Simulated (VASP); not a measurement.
Zn2CdN2, 5 atoms in the cell. Symmetry: P-3m1, No. 164, trigonal system. The conventional cell has a = 3.468 Å, b = 3.468 Å, c = 6.111 Å, α = 90.00°, β = 90.00°, γ = 120.00°. Around Cd (site symmetry -3m) lie 6 N at 2.58 Å and 6 Zn at 2.94 Å. Zn (site symmetry 3m) is surrounded by 4 N at 2.07 to 2.33 Å. N (site symmetry 3m) is surrounded by 4 Zn at 2.07 to 2.33 Å. The cell comes from a database or a generator and needn't be the stable form of this composition.

```yaml
Program: VASP 6.6.1
Task: single point
Functional: PBE
Potentials_or_basis: VASP PAW PBE potentials, release 64 (Cd, Zn, N)
Cutoff: 520 eV
k_mesh: 9 × 9 × 4
Occupations: gaussian, width 0.02 eV
Spin: no spin polarisation
Dipole_correction: no
Further_INCAR_settings: ALGO = Normal; EDIFF = 1e-06; NBANDS = 31
```

Potentials or basis: VASP PAW PBE potentials, release 64 (Cd, Zn, N).

Command:

```console
$ cat potpaw_PBE.64/Cd/POTCAR potpaw_PBE.64/Zn/POTCAR potpaw_PBE.64/N/POTCAR > POTCAR
$ mpirun -np 1 vasp_std > vasp.out
```

Hardware: 1 thread of Intel(R) Xeon(R) Platinum 8259CL CPU @ 2.50GHz (Skylake/Cascade Lake), with other jobs on the host.

Q: How long does it take, and how much memory?

A: Wall time 81 s on 1 thread of Intel(R) Xeon(R) Platinum 8259CL CPU @ 2.50GHz (Skylake/Cascade Lake), on a shared host, peak memory 0.23 GiB. Counts: scf iterations 15, k points 43.
